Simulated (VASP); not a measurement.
Input:

```xyz
4
Lattice="3.7450 0.0000 0.0000 -1.8725 3.2433 0.0000 0.0000 0.0000 5.2196" Properties=species:S:1:pos:R:3 pbc="T T T"
Ge     0.0000     0.0000     0.0000
Ge     0.0000     0.0000     2.6098
Si     0.0000     2.1622     1.3049
Si     1.8725     1.0811     3.9147
```

Method: PBE GGA, VASP's PBE PAW potentials (set 64) (plane waves; VASP). Settings: 400 eV cut-off, KSPACING 0.25 per Å, first-order Methfessel-Paxton smearing of 0.10 eV, potentials Ge_d Si.

Question: Give the stress tensor in GPa (positive for a compressed cell).

Answer: 
```
13.55   0.00   0.00
 0.00  13.55   0.00
 0.00   0.00  29.96
```
The pressure is its mean diagonal, 19.02 GPa.

The structure was generated: SiGe was put into the NiAs type (P6_3/mmc), which need not be its known phase. The cell was not relaxed at this level. The run is one of a series of settings (KGAMMA = .TRUE., KSPACING = 0.25, KPOINTS file removed against the base run), some of them coarse on purpose.
